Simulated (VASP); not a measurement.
```yaml
crystal:
  lattice:
    - [3.89491, 0.00000, 0.00000]
    - [0.00000, 3.81889, 0.00000]
    - [0.00000, 0.00000, 4.72915]
  atoms:
    - { symbol: Sn, position: [0.50000, 0.00000, 0.76200] }
    - { symbol: Sn, position: [0.00000, 0.50000, 0.23800] }
    - { symbol: O, position: [0.50000, 0.50000, 0.00000] }
    - { symbol: O, position: [0.00761, 0.00000, 0.00000] }
```

Method: PBE GGA, VASP's PBE PAW potentials (set 64) (plane waves; VASP). Settings: 520 eV cut-off, KSPACING 0.6 per Å, Gaussian smearing of 0.050 eV, potentials Sn_d O.

**Question.** Predict the energy per atom (σ→0), pressure, largest force.

**Answer.** 
```yaml
energy per atom (σ→0): -547.4 kJ/mol of atoms
pressure: 3.18 GPa
largest_force: 0.621 eV/Å
```

The absolute energy has meaning only against runs of the same code, potentials and settings.

The compound is SnO in the litharge structure. The cell was not relaxed at this level. The run is one of a series of settings (KGAMMA = .FALSE., KSPACING = 0.6, KPOINTS file removed against the base run), some of them coarse on purpose.
